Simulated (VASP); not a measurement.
Data:

```
CELL_PARAMETERS angstrom
      3.59645     0.00000     0.00000
     -1.79822     3.11462     0.00000
      0.00000     0.00000     5.79275
ATOMIC_POSITIONS crystal
  Al 0.00000 0.00000 0.00000
  Al 0.00000 0.00000 0.50000
  P  0.33333 0.66667 0.25000
  P  0.66667 0.33333 0.75000
```

Method: PBE GGA, VASP's PBE PAW potentials (set 64) (plane waves; VASP). Settings: 400 eV cut-off, Gaussian smearing of 0.050 eV, potentials Al P.

Q: Give the energies of bands 3 to 11 at the high-symmetry points, in eV from the Fermi level.

A: 
```tsv
band	Γ	M	K	A	L	H
3	-7.31	-6.54	-7.33	-3.81	-6.93	-6.34
4	-0.44	-5.21	-4.40	-3.81	-6.93	-6.34
5	-0.44	-4.27	-3.75	-0.23	-1.94	-5.24
6	-0.19	-3.43	-3.75	-0.23	-1.94	-5.24
7	-0.19	-2.71	-3.23	-0.23	-1.88	-0.48
8	0.54	-0.42	-3.23	-0.23	-1.88	-0.48
9	2.72	1.22	-1.35	3.09	1.37	2.51
10	3.03	2.07	6.39	3.09	1.37	2.51
11	5.16	3.28	6.47	4.25	2.93	3.01
```

It has no gap at this level: it comes out as a metal or semimetal.

The structure was generated: AlP was put into the NiAs type type (P6_3/mmc), which need not be its known phase. It was relaxed first, which changed the volume by +12 %.
